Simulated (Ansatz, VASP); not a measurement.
**Si: VASP beside Ansatz**

```xyz
2
Lattice="2.6656 0.0000 0.0000 -1.3328 2.3085 0.0000 0.0000 0.0000 4.5063" Properties=species:S:1:pos:R:3 pbc="T T T"
Si    0.0000    1.5390    1.1266
Si    1.3328    0.7695    3.3797
```

This isn't the form of Si at room conditions, which is diamond.

Alike in both runs: task single point; functional LDA; k mesh 24 × 24 × 12; occupations gaussian, width 0.15 eV; no spin polarisation.

```csv
,VASP,Ansatz
version,VASP 6.6.1,Ansatz 0.2.0
potentials or method,"VASP PAW LDA potentials, release 64 (Si)","scalar-relativistic, plane waves, PAW"
plane-wave cutoff (eV),520,420
valence electrons in the cell,8,8
```

Ansatz gave:

- gap on the k mesh at the Fermi level (eV): none
- pressure (GPa): -0.4
- largest component of the traceless stress (GPa): 0.84

Q: Estimate VASP's values.

A: gap on the k mesh at the Fermi level (eV): none; pressure (GPa): -0.3; largest component of the traceless stress (GPa): 0.84.

A gap of «none» marks a metal or a gap that the smearing closes.
